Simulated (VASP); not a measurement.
Here is a VASP 6.6.1 calculation.

The input INCAR:

```
SYSTEM = AlN
PREC = Accurate
ENCUT = 900
EDIFF = 1E-8
ISMEAR = 0
SIGMA = 0.02
LREAL = .FALSE.
LASPH = .TRUE.
NELM = 80
ALGO = Normal
ISIF = 2
LWAVE = .FALSE.
LCHARG = .FALSE.
GGA = PE
LEPSILON = .TRUE.
IBRION = 8
NSW = 1
KPAR = 4
```

Contents of KPOINTS:

```
regular mesh
0
G
  12 12 6
  0 0 0
```

File POSCAR:

```
AlN                                     
1.0
    3.1277167847      0.0000000000      0.0000000000
   -1.5638583923      2.7086821894      0.0000000000
    0.0000000000      0.0000000000      5.0142576361
  Al              N             
     2     2
Direct
     0.3333333300000021    0.6666666699999979    0.9992324204283666
     0.6666666699999979    0.3333333300000021    0.4992324204283665
     0.3333333300000021    0.6666666699999979    0.3807675795716361
     0.6666666699999979    0.3333333300000021    0.8807675795716360
```

Potentials or basis: VASP PAW PBE potentials, release 64 (Al, N_h).

Command:

```console
$ cat potpaw_PBE.64/Al/POTCAR potpaw_PBE.64/N_h/POTCAR > POTCAR
$ mpirun -np 4 vasp_std > vasp.out
```

**Question.** Predict the electronic dielectric tensor (diagonal).

**Answer.** 4.47, 4.47, 4.69.

**Question.** Estimate the Born charges (mean of the diagonal).

**Answer.** Al +2.57; N -2.57 e.

**Question.** What does it give for the band gap on the k mesh?

**Answer.** 4.07 eV, direct.

**Question.** Predict the highest phonon frequency at Γ, LO-TO splitting left out.

**Answer.** 709 cm⁻¹.

Born effective charge tensors (e):
atom 1, Al
```
2.52 0.00 0.00
0.00 2.52 0.00
0.00 0.00 2.68
```
atom 2, Al
```
2.52 0.00 0.00
0.00 2.52 0.00
0.00 0.00 2.68
```
atom 3, N
```
-2.52  0.00  0.00
 0.00 -2.52  0.00
 0.00  0.00 -2.68
```
atom 4, N
```
-2.52  0.00  0.00
 0.00 -2.52  0.00
 0.00  0.00 -2.68
```

**What was measured.**

From “Structural and optical properties of self-assembled AlN nanowires grown on SiO2/Si substrates by molecular beam epitaxy”, 2024, arxiv:2402.00216, for a bulk crystal of AlN at 0 K: band gap 6.0343 eV (an exciton energy, a little under the gap).

Against the measured gap of AlN, 6.0343 eV (an exciton energy, a little under the gap; 0 K; quoted in “Structural and optical properties of self-assembled AlN nanowires grown on SiO2/Si substrates by molecular beam epitaxy”, 2024, arxiv:2402.00216), the calculated 4.07 eV is off by -1.97 eV. 2 values of this kind are on record (6.034 to 6.0343 eV); this one was drawn at random. The value is that of PBE on a finite k mesh, which can miss the band edges, without temperature or zero-point motion. Semilocal functionals fall short of measured gaps as a rule.
